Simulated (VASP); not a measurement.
Write the native input for VASP 6.6.1 that does the following.

* Task: single point
* Functional: PBE
* Potentials or basis: VASP PAW PBE potentials, release 64 (Zn, B)
* Cutoff: 520 eV
* k mesh: 16 × 16 × 16
* Occupations: gaussian, width 0.1 eV
* Spin: no spin polarisation
* Dipole correction: no
* Further INCAR settings: ALGO = Normal; EDIFF = 1e-06; NBANDS = 20

The structure of Zn2B lies in POSCAR:

```
Zn2B
1.0
    0.0000000000      2.6457335735      2.6457335735
    2.6457335735      0.0000000000      2.6457335735
    2.6457335735      2.6457335735      0.0000000000
Zn B
2 1
Direct
    0.2500000000      0.2500000000      0.2500000000
    0.7500000000      0.7500000000      0.7500000000
    0.5000000000      0.5000000000      0.5000000000
```

The cell was built by a generator and needn't be a form met in nature.

The cell isn't the ideal one: random cell by space group and Wyckoff sites (Fm-3m, No. 225).

These files were run (other wordings do the same):

INCAR

```
SYSTEM = Zn2B
ALGO     = Normal         ! electronic algorithm
EDIFF    = 1E-6           ! SCF threshold, eV
ENCUT    = 520            ! plane-wave cutoff, eV
GGA      = PE             ! functional
ISIF     = 2              ! what is computed and relaxed
ISMEAR   = 0              ! smearing method
LASPH    = .True.         ! aspherical terms in the spheres
LCHARG   = .False.        ! write CHGCAR
LREAL    = .False.        ! projectors in reciprocal space
LWAVE    = .False.        ! write WAVECAR
NBANDS   = 20             ! bands
NELM     = 100            ! most SCF steps
PREC     = Accurate       ! precision mode
SIGMA    = 0.1            ! smearing width, eV
```

KPOINTS

```
k-points
0
Gamma
  16 16 16
  0 0 0
```

Potentials or basis: VASP PAW PBE potentials, release 64 (Zn, B).

Run with:

```sh
$ cat potpaw_PBE.64/Zn/POTCAR potpaw_PBE.64/B/POTCAR > POTCAR
$ mpirun -np 1 vasp_std > vasp.out
```

It gave:

| Item | Value |
| --- | --- |
| Pressure | 0.6 GPa |
| Band gap on the k mesh | none (metal or under the smearing width) |

It took 54 s on 1 thread of Intel(R) Xeon(R) Platinum 8488C (Sapphire Rapids) (shared host), peak memory 0.22 GiB.
